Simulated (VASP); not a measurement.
Given:

```
CELL_PARAMETERS angstrom
      1.63358    -2.82945     0.00000
      1.63358     2.82945     0.00000
      0.00000     0.00000     5.28715
ATOMIC_POSITIONS crystal
  Zn 0.66667 0.33333 0.50185
  Zn 0.33333 0.66667 0.00185
  O  0.66667 0.33333 0.88015
  O  0.33333 0.66667 0.38015
```

Level of theory: optB88-vdW, VASP's PBE PAW potentials (set 64) (plane waves; VASP). Numerical set-up: 520 eV cut-off, 9×9×5 Γ-centred mesh, tetrahedra with Blöchl corrections, potentials Zn O.

**Question.** The job: ZnO (wurtzite), 4 atoms, optB88-vdW, static run, 520 eV, 9×9×5 Γ-centred mesh. Roughly how much core time does it take on a busy server core?

**Answer.** About 40 core-seconds (one run on a shared machine, a rough figure). It had 36 irreducible k-points, 22 bands, up to 1350 plane waves and 16 electronic steps.

The compound is ZnO in the wurtzite structure. It was relaxed first.
